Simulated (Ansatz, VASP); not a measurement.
# One calculation of LaMg, two programs

File INCAR:

```
SYSTEM = LaMg
ALGO = Fast ; EDIFF = 1E-6
EDIFFG = -0.005 ; ENCUT = 600
IBRION = 2 ; ISIF = 3
ISMEAR = 0 ; LASPH = .TRUE.
LCHARG = .FALSE. ; LREAL = .FALSE.
LWAVE = .FALSE. ; NELM = 100
NSW = 70 ; PREC = Accurate
SIGMA = 0.1
```

KPOINTS

```
k-points
0
G
  10 10 10
  0 0 0
```

POSCAR

```
LaMg
1.0
    3.9650000000      0.0000000000      0.0000000000
    0.0000000000      3.9650000000      0.0000000000
    0.0000000000      0.0000000000      3.9650000000
La Mg
1 1
Direct
    0.5000000000      0.5000000000      0.5000000000
    0.0000000000      0.0000000000      0.0000000000
```

Input for Ansatz:

```yaml
crystal:
  lattice:
    - [3.965, 0.0, 0.0]
    - [0.0, 3.965, 0.0]
    - [0.0, 0.0, 3.965]
  atoms:
    - { symbol: La, position: [0.5, 0.5, 0.5] }
    - { symbol: Mg, position: [0.0, 0.0, 0.0] }
basis:
  ecutwfc: 420
kpoints:
  mp_grid: { grid: [10, 10, 10] }
hamiltonian:
  xc: lda
scf:
  occupations: { method: gaussian, width: 0.1 }
output:
  forces: true
  stress: true
  eigenvalues: true
  write_density: true
  write_potential: true
  elf: true
  volumetric_format: npy
relax:
  adjacent_minimum: "off"
  f_tol: 0.005
  max_steps: 50
  cell: { stress_tol: 0.05 }
```

Alike in both runs: task relaxation of cell and atoms; functional LDA; k mesh 10 × 10 × 10; occupations gaussian, width 0.1 eV; no spin polarisation.

|  | VASP | Ansatz |
| --- | --- | --- |
| version | VASP 6.6.1 | Ansatz 0.2.0 |
| potentials or method | VASP PAW LDA potentials, release 64 (La, Mg) | scalar-relativistic, plane waves, PAW |
| plane-wave cutoff (eV) | 600 | 420 |
| valence electrons in the cell | 13 | 21 |

VASP gave:

```
gap on the k mesh at the Fermi level, each at its own relaxed structure (eV) : none
relaxed volume (Å³/atom)                                                     : 28.50
relaxed cell length with the largest relative difference (Å)                 : 3.849
energy change over the relaxation (meV/atom)                                 : -27
```

Question: Which values does Ansatz return?

Answer: gap on the k mesh at the Fermi level, each at its own relaxed structure (eV): none; relaxed volume (Å³/atom): 28.69; relaxed cell length with the largest relative difference (Å): 3.857; energy change over the relaxation (meV/atom): -23.

A gap of «none» marks a metal or a gap that the smearing closes. The two sets of potentials don't hold the same shells in valence.

The runs have no spin-orbit coupling, so splittings on La are missing. Zero-point motion and thermal expansion aren't in these numbers. LDA usually gives volumes a few per cent too small.
